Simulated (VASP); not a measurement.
# Ga2Ge2O3 (I2_13) in VASP: density of states with PBE

Aim: the density of states of Ga2Ge2O3 with PBE.

All numbers are computed with VASP 6.6.1; they aren't measurements. Logs are shortened: lines on timing, memory, paths and dates and some standing lists are left out, and cuts for length are marked.

### Step 1. The crystal as given

It takes space group I2_13 (No. 199, cubic). The conventional cell has a = 8.627 Å, b = 8.627 Å, c = 8.627 Å, α = 90.00°, β = 90.00°, γ = 90.00°. Around Ga (site symmetry 3) lie 3 O at 2.29 Å. Ge (site symmetry 3) has 3 O at 1.96 Å as nearest neighbours. Around O (site symmetry 2) lie 2 Ge at 1.96 Å.

The cell was built by a generator and needn't be a form met in nature.

### Step 2. Density of states, PBE

POSCAR reads:

```
Ga2Ge2O3                                
1.0
   -4.3132706549      4.3132706549      4.3132706549
    4.3132706549     -4.3132706549      4.3132706549
    4.3132706549      4.3132706549     -4.3132706549
  Ga              Ge              O             
     4     4     6
Direct
     0.5000000000000000    0.0000000000000000    0.0023603681075784
     0.0023603681075784    0.5000000000000000    0.0000000000000000
     0.0000000000000000    0.0023603681075784    0.5000000000000000
     0.4976396318924215    0.4976396318924215    0.4976396318924215
     0.1084760229058621    0.1084760229058621    0.1084760229058621
     1.0000000000000000    0.3915239770941380    0.5000000000000000
     0.5000000000000000    1.0000000000000000    0.3915239770941380
     0.3915239770941380    0.5000000000000000    0.0000000000000000
     0.4049973712453865    0.1549973712453795    0.2500000000000000
     0.0950026287546135    0.3450026287546135    0.7500000000000000
     0.7500000000000000    0.0950026287546135    0.3450026287546135
     0.2500000000000000    0.4049973712453865    0.1549973712453795
     0.3450026287546135    0.7500000000000000    0.0950026287546135
     0.1549973712453795    0.2500000000000000    0.4049973712453865
```

INCAR.step1 reads:

```
SYSTEM = Ga2Ge2O3
PREC = Accurate
ENCUT = 520
EDIFF = 1E-7
ISMEAR = 0
SIGMA = 0.03
LREAL = .FALSE.
LASPH = .TRUE.
NELM = 80
ALGO = Normal
ISIF = 2
LWAVE = .FALSE.
LCHARG = .TRUE.
GGA = PE
NBANDS = 85
KPAR = 4
```

KPOINTS.step1 reads:

```
regular mesh
0
G
  4 4 4
  0 0 0
```

INCAR.step2 reads:

```
SYSTEM = Ga2Ge2O3
PREC = Accurate
ENCUT = 520
EDIFF = 1E-7
ISMEAR = -5
SIGMA = 0.03
LREAL = .FALSE.
LASPH = .TRUE.
NELM = 80
ALGO = Normal
ISIF = 2
LWAVE = .FALSE.
LCHARG = .FALSE.
GGA = PE
LORBIT = 10
NBANDS = 85
KPAR = 4
NEDOS = 2001
ICHARG = 11
```

KPOINTS.step2 reads:

```
regular mesh
0
G
  6 6 6
  0 0 0
```

Potentials or basis: VASP PAW PBE potentials, release 64 (Ga_d, Ge_d, O).

Launch:

```console
$ cat potpaw_PBE.64/Ga_d/POTCAR potpaw_PBE.64/Ge_d/POTCAR potpaw_PBE.64/O/POTCAR > POTCAR
$ cp INCAR.step1 INCAR
$ cp KPOINTS.step1 KPOINTS
$ mpirun -np 4 vasp_std > vasp.out
$ cp INCAR.step2 INCAR
$ cp KPOINTS.step2 KPOINTS
$ mpirun -np 4 vasp_std > vasp.out
```

OUTCAR:

```text
SYSTEM = Ga2Ge2O3
   PREC = Accurate
   ENCUT = 520
   EDIFF = 1E-7
   ISMEAR = -5
   LREAL = .FALSE.
   LASPH = .TRUE.
   NELM = 80
   ISIF = 2
   GGA = PE
   LORBIT = 10
   ICHARG = 11

 ion  position               nearest neighbor table
   1  0.500  0.000  0.002-   9 2.29  11 2.29  13 2.29   7 2.91
   2  0.002  0.500  0.000-  12 2.29  10 2.29  13 2.29   8 2.91
   3  0.000  0.002  0.500-  14 2.29  11 2.29  10 2.29   6 2.91
   4  0.498  0.498  0.498-   9 2.29  12 2.29  14 2.29   5 2.91
   5  0.108  0.108  0.108-   9 1.96  12 1.96  14 1.96   4 2.91
   6  0.000  0.392  0.500-  14 1.96  11 1.96  10 1.96   3 2.91
   7  0.500  0.000  0.392-   9 1.96  11 1.96  13 1.96   1 2.91
   8  0.392  0.500  0.000-  12 1.96  10 1.96  13 1.96   2 2.91
   9  0.405  0.155  0.250-   7 1.96   5 1.96   1 2.29   4 2.29
  10  0.095  0.345  0.750-   6 1.96   8 1.96   2 2.29   3 2.29
  11  0.750  0.095  0.345-   7 1.96   6 1.96   1 2.29   3 2.29
  12  0.250  0.405  0.155-   8 1.96   5 1.96   2 2.29   4 2.29
  13  0.345  0.750  0.095-   7 1.96   8 1.96   1 2.29   2 2.29
  14  0.155  0.250  0.405-   6 1.96   5 1.96   3 2.29   4 2.29

  LATTYP: Found a body centered cubic cell.
 ALAT       =     8.6265413098

  Lattice vectors:

 A1 = (  -4.3132706549,   4.3132706549,   4.3132706549)
 A2 = (   4.3132706549,  -4.3132706549,   4.3132706549)
 A3 = (   4.3132706549,   4.3132706549,  -4.3132706549)

Analysis of symmetry for initial positions (statically):
=====================================================================
 Subroutine PRICEL returns:
 Original cell was already a primitive cell.

 Routine SETGRP: Setting up the symmetry group for a
 body centered cubic supercell.

 Subroutine GETGRP returns: Found 12 space group operations
 (whereof  3 operations were pure point group operations)
 out of a pool of 48 trial point group operations.

The static configuration has the point symmetry C_3 .
 The point group associated with its full space group is T   .

Analysis of symmetry for dynamics (positions and initial velocities):
=====================================================================
 Subroutine PRICEL returns:
 Original cell was already a primitive cell.

 Routine SETGRP: Setting up the symmetry group for a
 body centered cubic supercell.

 Subroutine GETGRP returns: Found 12 space group operations
 (whereof  3 operations were pure point group operations)
 out of a pool of 48 trial point group operations.

The dynamic configuration has the point symmetry C_3 .
 The point group associated with its full space group is T   .

 Subroutine INISYM returns: Found 12 space group operations
 (whereof  3 operations are pure point group operations),
 and found     1 'primitive' translations

----------------------------------------------------------------------------------------

                                     Primitive cell

  volume of cell :     320.9816

  direct lattice vectors                    reciprocal lattice vectors
    -4.313270655  4.313270655  4.313270655     0.000000000  0.115921314  0.115921314
     4.313270655 -4.313270655  4.313270655     0.115921314  0.000000000  0.115921314
     4.313270655  4.313270655 -4.313270655     0.115921314  0.115921314  0.000000000

  length of vectors
     7.470803921  7.470803921  7.470803921     0.163937494  0.163937494  0.163937494

  position of ions in fractional coordinates (direct lattice)
     0.500000000  0.000000000  0.002360368
     0.002360368  0.500000000  0.000000000
     0.000000000  0.002360368  0.500000000
     0.497639632  0.497639632  0.497639632
     0.108476023  0.108476023  0.108476023
     0.000000000  0.391523977  0.500000000
     0.500000000  0.000000000  0.391523977
     0.391523977  0.500000000  0.000000000
     0.404997371  0.154997371  0.250000000
     0.095002629  0.345002629  0.750000000
     0.750000000  0.095002629  0.345002629
     0.250000000  0.404997371  0.154997371
     0.345002629  0.750000000  0.095002629
     0.154997371  0.250000000  0.404997371

  ion indices of the primitive-cell ions
   primitive index   ion index
                 1           1
                 2           2
                 3           3
                 4           4
                 5           5
                 6           6
                 7           7
                 8           8
                 9           9
                10          10
                11          11
                12          12
                13          13
                14          14

----------------------------------------------------------------------------------------

 KPOINTS: regular mesh

Automatic generation of k-mesh.
 Grid dimensions read from file:
 generate k-points for:    6    6    6

 Generating k-lattice:

  Cartesian coordinates                     Fractional coordinates (reciprocal lattice)
     0.000000000  0.019320219  0.019320219     0.166666667  0.000000000  0.000000000
     0.019320219  0.000000000  0.019320219     0.000000000  0.166666667  0.000000000
     0.019320219  0.019320219  0.000000000     0.000000000  0.000000000  0.166666667

  Length of vectors
     0.027322916  0.027322916  0.027322916

  Shift w.r.t. Gamma in fractional coordinates (k-lattice)
     0.000000000  0.000000000  0.000000000

 TETIRR: Found    337 inequivalent tetrahedra from     1296

 Subroutine IBZKPT returns following result:
 ===========================================

 Found     18 irreducible k-points:

 Following reciprocal coordinates:
            Coordinates               Weight
  0.000000  0.000000  0.000000      1.000000
  0.166667  0.000000  0.000000     12.000000
  0.333333  0.000000  0.000000     12.000000
  0.500000  0.000000  0.000000      6.000000
  0.166667  0.166667  0.000000     24.000000
  0.333333  0.166667  0.000000     24.000000
[... 10 lines left out ...]
  0.500000  0.500000  0.333333     12.000000
  0.500000  0.500000  0.500000      1.000000
   k-points           NKPTS =     18   k-points in BZ     NKDIM =     18   number of bands    NBANDS=     85
   number of dos      NEDOS =   2001   number of ions     NIONS =     14
   total plane-waves  NPLWV = 175616
   dimension x,y,z NGX =    56 NGY =   56 NGZ =   56
   dimension x,y,z NGXF=   112 NGYF=  112 NGZF=  112
   ions per type =               4   4   6
   NGX,Y,Z   is equivalent  to a cutoff of  12.46, 12.46, 12.46 a.u.
   NGXF,Y,Z  is equivalent  to a cutoff of  24.92, 24.92, 24.92 a.u.
 SYSTEM =  Ga2Ge2O3
   PREC   = accura    normal or accurate (medium, high low for compatibility)
   ISTART =      0    job   : 0-new  1-cont  2-samecut
   ICHARG =     11    charge: 1-file 2-atom 10-const
   ISPIN  =      1    spin polarized calculation?
   LNONCOLLINEAR =      F non collinear calculations
   LSORBIT =      F    spin-orbit coupling
   LASPH  =      T    aspherical Exc in radial PAW
   ENCUT  =  520.0 eV  38.22 Ry    6.18 a.u.  13.89 13.89 13.89*2*pi/ulx,y,z
   NELM   =     80;   NELMIN=  2; NELMDL=  0     # of ELM steps
   EDIFF  = 0.1E-06   stopping-criterion for ELM
   LREAL  =      F    real-space projection
   EDIFFG = 0.1E-05   stopping-criterion for IOM
   NSW    =      0    number of steps for IOM
   IBRION =     -1    ionic relax: 0-MD 1-quasi-New 2-CG
   NFREE  =      0    steps in history (QN), initial steepest desc. (CG)
   ISIF   =      2    stress and relaxation
   ISYM   =      2    0-nonsym 1-usesym 2-fastsym
   POTIM  = 0.5000    time-step for ionic-motion
   TEBEG  =    0.0;   TEEND  =   0.0 temperature during run
   PSTRESS=    0.0 pullay stress
   NELECT =     144.0000    total number of electrons
   NUPDOWN=      -1.0000    fix difference up-down
   EMIN   =  10.00;   EMAX   =-10.00  energy-range for DOS
   EFERMI =   0.00;   METHOD = LEGACY
   ISMEAR =    -5;   SIGMA  =   0.03  broadening in eV -4-tet -1-fermi 0-gaus
   EFERMI_NEDOS =   21; number of points for ismear=-14 and -15
   IALGO  =     38    algorithm
   IMIX   =      4    mixing-type and parameters
     AMIX     =   0.40;   BMIX     =  1.00
     AMIX_MAG =   1.60;   BMIX_MAG =  1.00
  volume/ion in A,a.u.               =      22.93       154.72
  Fermi-wavevector in a.u.,A,eV,Ry     =   1.253244  2.368288 21.369588  1.570620
  Thomas-Fermi vector in A             =   2.387106
   LORBIT       =     10    0 simple, 1 ext, 2 COOP (PROOUT), +10 PAW based schemes
   GGA     = PE    functional components
   LHFCALC =     F    Hartree Fock is set to
   AEXX    =    0.0000 exact exchange contribution
   IVDW    =     0    specifies the selected vdW correction
   LEPSILON=     F    determine dielectric tensor
   LRPA    =     F    only Hartree local field effects (RPA)
 non-spin polarized calculation
 Fermi weights with tetrahedron method with Bloechl corrections
  energy-cutoff  :      520.00
  volume of cell :      320.98
 maximum number of plane-waves:      8680

 number of electron     144.0000043 magnetization

 Free energy of the ion-electron system (eV)
  ---------------------------------------------------
  ext. energy  EPLUGINS =         0.00000000
  ---------------------------------------------------
  free energy    TOTEN  =       -72.31841214 eV

  energy without entropy =      -72.31841214  energy(sigma->0) =      -72.31841214

 E-fermi :   1.3797     XC(G=0):  -8.2450

 val. band max:        1.3676865322   @ k =   0.5000   0.5000   0.5000
 cond. band min:       3.1417488136   @ k =   0.0000   0.0000   0.0000
 fundamental gap:      1.7740622814
 Fermi energy:         1.3797091322

 k-point     1 :       0.0000    0.0000    0.0000
  band No.  band energies     occupation
      1     -22.9396      2.00000
      2     -22.9396      2.00000
      3     -22.9099      2.00000
      4     -22.9099      2.00000
      5     -22.9099      2.00000
      6     -22.8545      2.00000
[... 1555 lines left out ...]
     83       5.5958      0.00000
     84       5.5979      0.00000
 [bands above 84 left out]

------------------------ aborting loop because EDIFF is reached ----------------------------------------

  FORCE on cell =-STRESS in cart. coord.  units (eV):
  Direction    XX          YY          ZZ          XY          YZ          ZX
  --------------------------------------------------------------------------------------
  -------------------------------------------------------------------------------------
  Total       -0.1151550     -0.1151550     -0.1151550      0.0000000      0.0000000      0.0000000
  in kB       -0.5747955     -0.5747955     -0.5747955      0.0000000      0.0000000      0.0000000
  external PRESSURE =      -0.5747955 kB  Pullay stress =       0.0000000 kB

 VOLUME and BASIS-vectors are now :
 -----------------------------------------------------------------------------
  energy-cutoff  :      520.00
  volume of cell :      320.98
      direct lattice vectors                 reciprocal lattice vectors
    -4.313270655  4.313270655  4.313270655     0.000000000  0.115921314  0.115921314
     4.313270655 -4.313270655  4.313270655     0.115921314  0.000000000  0.115921314
     4.313270655  4.313270655 -4.313270655     0.115921314  0.115921314  0.000000000

 POSITION                                       TOTAL-FORCE (eV/Angst)
 -----------------------------------------------------------------------------------
     -2.14645      2.16682      2.14645         0.001650      0.001650     -0.001650
      2.14645     -2.14645      2.16682        -0.001650      0.001650      0.001650
      2.16682      2.14645     -2.14645         0.001650     -0.001650      0.001650
      2.14645      2.14645      2.14645        -0.001650     -0.001650     -0.001650
      0.46789      0.46789      0.46789         0.004685      0.004685      0.004685
      3.84538      0.46789     -0.46789        -0.004685      0.004685     -0.004685
     -0.46789      3.84538      0.46789        -0.004685     -0.004685      0.004685
      0.46789     -0.46789      3.84538         0.004685     -0.004685     -0.004685
     -0.00000      2.15664      1.33709         0.000000      0.000000     -0.000886
      4.31327      2.15664     -1.33709         0.000000      0.000000      0.000886
     -1.33709      4.31327      2.15664         0.000886      0.000000     -0.000000
      1.33709     -0.00000      2.15664        -0.000886      0.000000     -0.000000
      2.15664     -1.33709      4.31327         0.000000      0.000886     -0.000000
      2.15664      1.33709     -0.00000         0.000000     -0.000886     -0.000000
 -----------------------------------------------------------------------------------
    total drift:                                0.000025      0.000025      0.000052

  FREE ENERGIE OF THE ION-ELECTRON SYSTEM (eV)
  ---------------------------------------------------
  free  energy   TOTEN  =       -72.3184121419 eV

  energy  without entropy=      -72.3184121419  energy(sigma->0) =      -72.31841214

 total charge

# of ion       s       p       d       tot
------------------------------------------
    1        1.160   0.282   9.962  11.404
    2        1.160   0.282   9.962  11.404
    3        1.160   0.282   9.962  11.404
    4        1.160   0.282   9.962  11.404
    5        1.248   0.878  10.119  12.244
    6        1.248   0.878  10.119  12.244
    7        1.248   0.878  10.119  12.244
    8        1.248   0.878  10.119  12.244
    9        1.574   3.435   0.000   5.009
   10        1.574   3.435   0.000   5.009
   11        1.574   3.435   0.000   5.009
   12        1.574   3.435   0.000   5.009
   13        1.574   3.435   0.000   5.009
   14        1.574   3.435   0.000   5.009
--------------------------------------------------
tot         19.072  25.249  80.324 124.645
```

Wall time 2.8 min (4 MPI ranks of AMD EPYC 9R45 (Zen 5), shared host); peak memory 0.61 GiB.

Results:

* Valence electrons inside the program's atomic spheres: Ga 11.40; Ge 12.24; O 5.01

States per cell in windows of 0.5 eV (zero at the valence-band top; states under -8 eV left out):
```
from (eV)  total  O9_p  O10_p  O11_p  O12_p  O13_p  O14_p
     -8.0   1.55  0.07   0.07   0.07   0.07   0.07   0.07
     -7.5   0.41  0.02   0.02   0.02   0.02   0.02   0.02
     -7.0   3.39  0.17   0.17   0.17   0.17   0.17   0.17
     -6.5   1.81  0.09   0.09   0.09   0.09   0.09   0.09
     -6.0   2.09  0.14   0.14   0.14   0.14   0.14   0.14
     -5.5   3.84  0.31   0.31   0.31   0.31   0.31   0.31
     -5.0   2.63  0.20   0.20   0.20   0.20   0.20   0.20
     -4.5   5.81  0.41   0.41   0.41   0.41   0.41   0.41
     -4.0   2.58  0.23   0.23   0.23   0.23   0.23   0.23
     -3.5   3.44  0.34   0.34   0.34   0.34   0.34   0.34
     -3.0   6.98  0.68   0.68   0.68   0.68   0.68   0.68
     -2.5   3.56  0.13   0.13   0.13   0.13   0.13   0.13
     -2.0   2.59  0.09   0.09   0.09   0.09   0.09   0.09
     -1.5   2.17  0.11   0.11   0.11   0.11   0.11   0.11
     -1.0   4.84  0.28   0.28   0.28   0.28   0.28   0.28
     -0.5   1.05  0.06   0.06   0.06   0.06   0.06   0.06
      0.0   0.00  0.00   0.00   0.00   0.00   0.00   0.00
      0.5   0.00  0.00   0.00   0.00   0.00   0.00   0.00
      1.0   0.00  0.00   0.00   0.00   0.00   0.00   0.00
      1.5   0.39  0.01   0.01   0.01   0.01   0.01   0.01
      2.0   5.24  0.07   0.07   0.07   0.07   0.07   0.07
      2.5   2.56  0.04   0.04   0.04   0.04   0.04   0.04
      3.0   3.52  0.05   0.05   0.05   0.05   0.05   0.05
      3.5   3.81  0.06   0.06   0.06   0.06   0.06   0.06
      4.0   3.98  0.06   0.06   0.06   0.06   0.06   0.06
      4.5   3.53  0.05   0.05   0.05   0.05   0.05   0.05
      5.0   3.24  0.04   0.04   0.04   0.04   0.04   0.04
      5.5   0.01  0.00   0.00   0.00   0.00   0.00   0.00
      6.0   0.00  0.00   0.00   0.00   0.00   0.00   0.00
      6.5   0.00  0.00   0.00   0.00   0.00   0.00   0.00
```
